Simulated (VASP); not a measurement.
Calculation: vdW-DF2, VASP's PBE PAW potentials (set 64) (plane waves; VASP 6.6.1).

The input files of a VASP run:

File POSCAR:
```
SnTe
3.3357090
  0.0000000000   0.9999998974   0.9999998974
  0.9999998974   0.0000000000   0.9999998974
  0.9999998974   0.9999998974   0.0000000000
Sn Te
1 1
Direct
  0.0000000000   0.0000000000   0.0000000000
  0.5000000000   0.5000000000   0.5000000000
```

KPOINTS:
```
K-points
0
Gamma
 8 8 8
0 0 0
```

### INCAR
```
! general
SYSTEM   = SnTe
PREC     = Accurate
ENCUT    = 520
LREAL    = .FALSE.
LASPH    = .TRUE.

! electronic loop
EDIFF    = 1E-7
NELM     = 100
ALGO     = Normal
LMAXMIX  = 4

! smearing
ISMEAR   = -5

! functional
GGA      = ML
LUSE_VDW = .TRUE.
AGGAC    = 0.0
ZAB_VDW  = -1.8867

! ions
ISIF     = 2

! output
LWAVE    = .FALSE.
LCHARG   = .TRUE.
LORBIT   = 11
NEDOS    = 601
```

POTCAR, in this order: Sn_d Te (PBE.64 set). Program: vasp_std.

Unless said otherwise, spin-orbit coupling is left out, though it shifts the bands of the heavy elements here.

Estimate the energy per atom (σ→0), band gap (on the k-mesh).

- energy per atom (σ→0) = -97.1 kJ/mol of atoms
- band gap (on the k-mesh) = 0.44 eV

**OSZICAR**
```
...
DAV:   7    -0.200971387352E+01   -0.46764E-02   -0.76628E-02   884   0.136E+00    0.899E-01
DAV:   8    -0.201228729385E+01   -0.25734E-02   -0.81162E-03   824   0.882E-01    0.144E-01
DAV:   9    -0.201239008245E+01   -0.10279E-03   -0.16870E-03   986   0.327E-01    0.554E-02
DAV:  10    -0.201246189016E+01   -0.71808E-04   -0.22884E-04   818   0.125E-01    0.248E-02
DAV:  11    -0.201247482370E+01   -0.12934E-04   -0.28895E-05   908   0.469E-02    0.730E-03
DAV:  12    -0.201247657391E+01   -0.17502E-05   -0.31132E-06  1078   0.260E-02    0.397E-03
DAV:  13    -0.201247649948E+01    0.74427E-07   -0.16814E-07   738   0.417E-03
   1 F= -.20124765E+01 E0= -.20124765E+01  d E =0.000000E+00
```

The compound is SnTe in the rock salt structure, which distorts at low temperature. It was relaxed first, which changed the volume by +18 %.
